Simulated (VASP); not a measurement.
Here is the system:

```yaml
crystal:
  lattice:
    - [3.53322, 0.00000, 0.00000]
    - [0.00000, 3.44660, 0.00000]
    - [0.00000, 0.00000, 3.55582]
  atoms:
    - { symbol: Si, position: [0.00000, 0.00000, 0.00000] }
    - { symbol: Ni, position: [0.00000, 0.50000, 0.50000] }
    - { symbol: Ni, position: [0.50000, 0.00000, 0.50000] }
    - { symbol: Ni, position: [0.50590, 0.50000, 0.00000] }
```

Method: PBE GGA + U (Dudarev), VASP's PBE PAW potentials (set 64) (plane waves; VASP). Numerical set-up: 400 eV cut-off, 8×8×8 Γ-centred mesh, first-order Methfessel-Paxton smearing of 0.10 eV, potentials Si Ni, U − J: Ni 1.00 eV.

**Question.** Estimate the energy per atom (σ→0), pressure, largest force, band gap (on the k-mesh) with the smallest direct gap where there is one.

**Answer.** 
```
Item                                                        Result
------------------------  ----------------------------------------
band gap (on the k-mesh)  none (metal, semimetal or under 0.01 eV)
energy per atom (σ→0)                               -5.431 eV/atom
pressure                                                 -3.58 GPa
largest force                                      0.00312 Ha/bohr
```

Total energies compare only between runs with the same potentials, cut-off and functional.

The compound is Ni3Si in the L1_2 structure. The cell was not relaxed at this level, atoms are displaced from their ideal sites. The run is one of a series of settings (LDAU = .TRUE., LDAUJ = 0 0, LDAUL = -1 2, LDAUTYPE = 2, LDAUU = 0 1.0 against the base run), some of them coarse on purpose. The run is not spin-polarised, so no magnetic state was tried.
